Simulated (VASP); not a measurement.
All values below come from PBE GGA, VASP's PBE PAW potentials (set 64) (plane waves; VASP).

VASP input:

File KPOINTS:
```
Automatic mesh
0
G
 16 16 16
0 0 0
```

INCAR:
```
ALGO  =  Normal
EDIFF  =  1E-6
EDIFFG  =  -0.02
ENCUT  =  500
GGA  =  PE
IBRION  =  2
ISIF  =  3
ISMEAR  =  1
LASPH  =  .TRUE.
LCHARG  =  .FALSE.
LMAXMIX  =  4
LREAL  =  .FALSE.
LWAVE  =  .FALSE.
NELM  =  100
NSW  =  40
PREC  =  Accurate
PSTRESS  =  50
SIGMA  =  0.1
SYSTEM  =  In
```

POSCAR:
```
In
1
   -1.6354125792     1.6354125792     2.5661983103
    1.6354125792    -1.6354125792     2.5661983103
    1.6354125792     1.6354125792    -2.5661983103
In
1
Direct
  0.0000000000   0.0000000000   0.0000000000
```

POTCAR, in this order: In_d (PBE.64 set). Program: vasp_std.

Energy and stress use the plane-wave basis of the starting cell. Unless said otherwise, spin-orbit coupling is left out, though it shifts the bands of the heavy elements here.

Q: Predict the energy per atom (σ→0), volume per atom, band gap (on the k-mesh).

A: 
| Item | Value |
|---|---|
| energy per atom (σ→0) | -2.523 eV/atom |
| band gap (on the k-mesh) | none (metal, semimetal or under 0.01 eV) |
| volume per atom | 24.69 Å^3/atom |

### OSZICAR
```
...
DAV:   1    -0.259358259518E+01   -0.89050E-01   -0.18386E+00  7868   0.331E+01    0.158E+00
DAV:   2    -0.253225218197E+01    0.61330E-01   -0.13112E-01  7806   0.870E+00    0.574E-01
DAV:   3    -0.252341002693E+01    0.88422E-02   -0.30751E-02  9222   0.410E+00    0.212E-01
DAV:   4    -0.252314784938E+01    0.26218E-03   -0.53332E-04  7476   0.279E-01    0.129E-01
DAV:   5    -0.252298415186E+01    0.16370E-03   -0.22030E-04  7388   0.913E-02    0.376E-02
DAV:   6    -0.252298172867E+01    0.24232E-05   -0.47640E-05  7926   0.532E-02    0.120E-02
DAV:   7    -0.252298239020E+01   -0.66152E-06   -0.25318E-06  7426   0.114E-02
   3 F= -.17526116E+01 E0= -.17527478E+01  d E =-.486454E-01
```

The compound is In in the bct structure. This run relaxes it under an external pressure of 5 GPa. Symmetry was kept, so distortions that lower it aren't found.
